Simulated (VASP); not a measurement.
OSZICAR of a VASP run on TlBi (relaxed from the CsCl type structure, space group Pm-3m):

### OSZICAR
```
       N       E                     dE             d eps       ncg     rms          rms(c)
DAV:   1     0.192619395942E+03    0.19262E+03   -0.13356E+04  1284   0.144E+03
DAV:   2     0.379796694926E+01   -0.18882E+03   -0.18515E+03  1288   0.366E+02
DAV:   3    -0.660562008644E+01   -0.10404E+02   -0.10293E+02  1432   0.956E+01
DAV:   4    -0.686157465430E+01   -0.25595E+00   -0.25561E+00  1444   0.152E+01
DAV:   5    -0.687069295812E+01   -0.91183E-02   -0.91177E-02  1526   0.280E+00    0.315E+00
DAV:   6    -0.683216217115E+01    0.38531E-01   -0.80391E-02  1358   0.292E+00    0.214E+00
DAV:   7    -0.682528345667E+01    0.68787E-02   -0.37236E-02  1392   0.200E+00    0.685E-01
DAV:   8    -0.682469278001E+01    0.59068E-03   -0.37485E-03  1300   0.577E-01    0.555E-02
DAV:   9    -0.682469057439E+01    0.22056E-05   -0.14631E-04  1548   0.100E-01    0.155E-02
DAV:  10    -0.682469217488E+01   -0.16005E-05   -0.15933E-05  1398   0.470E-02    0.454E-03
DAV:  11    -0.682469197790E+01    0.19699E-06   -0.10689E-06   722   0.115E-02
   1 F= -.68246920E+01 E0= -.68238897E+01  d E =-.682469E+01
       N       E                     dE             d eps       ncg     rms          rms(c)
DAV:   1    -0.682831976796E+01   -0.36276E-02   -0.86201E-02  1336   0.399E+00    0.321E-01
DAV:   2    -0.682527977218E+01    0.30400E-02   -0.62541E-03  1334   0.104E+00    0.120E-01
DAV:   3    -0.682478204469E+01    0.49773E-03   -0.20633E-03  1438   0.587E-01    0.661E-02
DAV:   4    -0.682477818876E+01    0.38559E-05   -0.14350E-04  1272   0.776E-02    0.800E-03
DAV:   5    -0.682477636909E+01    0.18197E-05   -0.33785E-05  1374   0.651E-02    0.103E-02
DAV:   6    -0.682477557470E+01    0.79439E-06   -0.24186E-06  1128   0.175E-02
   2 F= -.68247756E+01 E0= -.68239529E+01  d E =-.835968E-04
```

### Question
Which electronic solver shows in the log?

### Answer
It is blocked Davidson (ALGO = Normal, or the opening steps of other solvers). The INCAR had ALGO = Normal.

### Question
Can the final energy be trusted as converged?

### Answer
The run converged. It stopped with EDIFF = 1E-6, NELM = 100, NSW = 60 and EDIFFG = -0.01 after 2 ionic steps (PBEsol GGA, plane waves, VASP's PBE PAW potentials (set 64)).

The structure was generated: TlBi was put into the CsCl type type (Pm-3m), which need not be its known phase. This run relaxes it. Symmetry was kept, so distortions that lower it aren't found. The start is the result of an earlier pass.
